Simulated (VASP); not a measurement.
Computed with rev-vdW-DF2, VASP's PBE PAW potentials (set 64) (plane waves; VASP).

The input files of a VASP run:

File POSCAR:
```
Os
1
    1.3650000000    -2.3642490000     0.0000000000
    1.3650000000     2.3642490000     0.0000000000
    0.0000000000     0.0000000000     4.3200000000
Os
2
Direct
  0.3333330000   0.6666670000   0.2500000000
  0.6666670000   0.3333330000   0.7500000000
```

KPOINTS:
```
Automatic
0
Gamma
14 14 8
0 0 0
```

**INCAR**
```
SYSTEM = Os
PREC = Accurate
ENCUT = 520
EDIFF = 1E-6
NELM = 100
ALGO = Normal
LREAL = .FALSE.
LASPH = .TRUE.
ISMEAR = 1
SIGMA = 0.1
GGA = MK
PARAM1 = 0.1234568
PARAM2 = 0.7114
ZAB_VDW = -1.8867
LUSE_VDW = .TRUE.
AGGAC = 0.0
LMAXMIX = 6
LWAVE = .FALSE.
LCHARG = .FALSE.
IBRION = 2
ISIF = 3
NSW = 60
EDIFFG = -0.01
```

POTCAR, in this order: Os (PBE.64 set). Program: vasp_std.

What VASP printed:

OSZICAR:
```
       N       E                     dE             d eps       ncg     rms          rms(c)
DAV:   1     0.110639372803E+03    0.11064E+03   -0.76610E+03  2880   0.128E+03
DAV:   2    -0.124592986459E+02   -0.12310E+03   -0.11127E+03  3016   0.402E+02
DAV:   3    -0.196620453701E+02   -0.72027E+01   -0.66277E+01  3524   0.795E+01
DAV:   4    -0.198464903204E+02   -0.18444E+00   -0.18273E+00  3008   0.134E+01
DAV:   5    -0.198485461433E+02   -0.20558E-02   -0.20543E-02  3424   0.117E+00    0.236E+01
DAV:   6    -0.187790384475E+02    0.10695E+01   -0.11549E+00  3120   0.101E+01    0.108E+01
DAV:   7    -0.184660762990E+02    0.31296E+00   -0.79069E-01  3304   0.818E+00    0.575E-01
DAV:   8    -0.184603787568E+02    0.56975E-02   -0.70601E-03  2936   0.695E-01    0.343E-01
DAV:   9    -0.184578161430E+02    0.25626E-02   -0.19900E-03  3084   0.523E-01    0.640E-02
DAV:  10    -0.184578499257E+02   -0.33783E-04   -0.71237E-05  3240   0.847E-02    0.927E-03
DAV:  11    -0.184578233256E+02    0.26600E-04   -0.72256E-06  2964   0.329E-02    0.134E-03
DAV:  12    -0.184578227613E+02    0.56428E-06   -0.13236E-07  1540   0.352E-03
   1 F= -.18457823E+02 E0= -.18457464E+02  d E =-.184578E+02
       N       E                     dE             d eps       ncg     rms          rms(c)
DAV:   1    -0.187490833981E+02   -0.29126E+00   -0.12334E+01  2888   0.294E+01    0.772E+00
DAV:   2    -0.183563122624E+02    0.39277E+00   -0.49974E-01  2972   0.712E+00    0.330E+00
DAV:   3    -0.182901177708E+02    0.66194E-01   -0.26399E-01  3776   0.501E+00    0.315E-01
DAV:   4    -0.182917140922E+02   -0.15963E-02   -0.55359E-03  2908   0.566E-01    0.172E-01
DAV:   5    -0.182922302613E+02   -0.51617E-03   -0.59861E-04  3328   0.208E-01    0.297E-02
DAV:   6    -0.182922532630E+02   -0.23002E-04   -0.50246E-05  2948   0.747E-02    0.127E-02
DAV:   7    -0.182922563801E+02   -0.31171E-05   -0.30721E-06  2724   0.150E-02    0.139E-03
DAV:   8    -0.182922563367E+02    0.43373E-07   -0.65964E-08  1468   0.322E-03
   2 F= -.18292256E+02 E0= -.18291801E+02  d E =0.165566E+00
       N       E                     dE             d eps       ncg     rms          rms(c)
DAV:   1    -0.187670484381E+02   -0.47479E+00   -0.82499E+00  2880   0.249E+01    0.678E+00
DAV:   2    -0.185170753200E+02    0.24997E+00   -0.30707E-01  2984   0.596E+00    0.270E+00
DAV:   3    -0.184660763241E+02    0.50999E-01   -0.17948E-01  3668   0.428E+00    0.475E-01
DAV:   4    -0.184678906025E+02   -0.18143E-02   -0.51724E-03  2920   0.581E-01    0.133E-01
DAV:   5    -0.184680361597E+02   -0.14556E-03   -0.10650E-03  3696   0.354E-01    0.362E-02
DAV:   6    -0.184680666701E+02   -0.30510E-04   -0.40675E-05  2904   0.515E-02    0.983E-03
DAV:   7    -0.184680669600E+02   -0.28988E-06   -0.25307E-06  2100   0.231E-02
   3 F= -.18468067E+02 E0= -.18467685E+02  d E =-.102442E-01
       N       E                     dE             d eps       ncg     rms          rms(c)
DAV:   1    -0.184680965060E+02   -0.29836E-04   -0.49399E-04  2888   0.190E-01    0.544E-02
DAV:   2    -0.184680820314E+02    0.14475E-04   -0.17868E-05  2980   0.437E-02    0.231E-02
DAV:   3    -0.184680797849E+02    0.22465E-05   -0.10447E-05  3276   0.324E-02    0.266E-03
DAV:   4    -0.184680798176E+02   -0.32720E-07   -0.19712E-07  1464   0.366E-03
   4 F= -.18468080E+02 E0= -.18467698E+02  d E =-.102571E-01
       N       E                     dE             d eps       ncg     rms          rms(c)
DAV:   1    -0.184691193854E+02   -0.10396E-02   -0.89796E-02  2928   0.264E+00    0.161E-01
DAV:   2    -0.184682908088E+02    0.82858E-03   -0.97880E-04  3496   0.417E-01    0.803E-02
DAV:   3    -0.184680346251E+02    0.25618E-03   -0.45930E-04  3180   0.184E-01    0.154E-02
DAV:   4    -0.184680355499E+02   -0.92488E-06   -0.29797E-05  2976   0.717E-02    0.767E-03
DAV:   5    -0.184680350748E+02    0.47512E-06   -0.47576E-07  1576   0.765E-03
   5 F= -.18468035E+02 E0= -.18467645E+02  d E =0.447428E-04
       N       E                     dE             d eps       ncg     rms          rms(c)
DAV:   1    -0.184685869025E+02   -0.55135E-03   -0.24448E-02  2928   0.138E+00    0.844E-02
DAV:   2    -0.184683576142E+02    0.22929E-03   -0.26739E-04  3488   0.218E-01    0.420E-02
DAV:   3    -0.184682870341E+02    0.70580E-04   -0.12488E-04  3164   0.959E-02    0.815E-03
DAV:   4    -0.184682872097E+02   -0.17560E-06   -0.81424E-06  2928   0.375E-02
   6 F= -.18468287E+02 E0= -.18467907E+02  d E =-.207392E-03
```

**OUTCAR**
```
------------------------ aborting loop because EDIFF is reached ----------------------------------------
  FORCE on cell =-STRESS in cart. coord.  units (eV):
  Direction    XX          YY          ZZ          XY          YZ          ZX
  --------------------------------------------------------------------------------------
  Total        0.0010850      0.0010850      0.0041462      0.0000000      0.0000000     -0.0000000
  in kB        0.0613306      0.0613306      0.2343557      0.0000000      0.0000000     -0.0000000
  external PRESSURE =       0.1190056 kB  Pullay stress =       0.0000000 kB
  volume of cell :       28.35
      direct lattice vectors                 reciprocal lattice vectors
     1.374293218 -2.380345319  0.000000000     0.363823377 -0.210053557 -0.000000000
     1.374293218  2.380345319 -0.000000000     0.363823377  0.210053557 -0.000000000
     0.000000000 -0.000000000  4.332443585     0.000000000  0.000000000  0.230816624
 POSITION                                       TOTAL-FORCE (eV/Angst)
 -----------------------------------------------------------------------------------
      1.37429      0.79345      1.08311         0.000000      0.000000      0.000000
      1.37429     -0.79345      3.24933        -0.000000     -0.000000      0.000000
 -----------------------------------------------------------------------------------
    total drift:                               -0.000000      0.000024     -0.000020
  FREE ENERGIE OF THE ION-ELECTRON SYSTEM (eV)
  ---------------------------------------------------
  free  energy   TOTEN  =       -18.4682872097 eV

  energy  without entropy=      -18.4671465706  energy(sigma->0) =      -18.46790700

 reached required accuracy - stopping structural energy minimisation
```
(Selected blocks of OUTCAR.)

### CONTCAR
```
Os
   1.00000000000000
     1.3742932182555230   -2.3803453189790842    0.0000000000000000
     1.3742932182555230    2.3803453189790842   -0.0000000000000000
     0.0000000000000000   -0.0000000000000000    4.3324435846870202
  Os
     2
Direct
     0.3333330000000032    0.6666669999999968    0.2500000000000000
     0.6666669999999968    0.3333330000000032    0.7500000000000000
```

The compound is Os in the hcp structure. This run relaxes it. Symmetry was kept, so distortions that lower it aren't found.
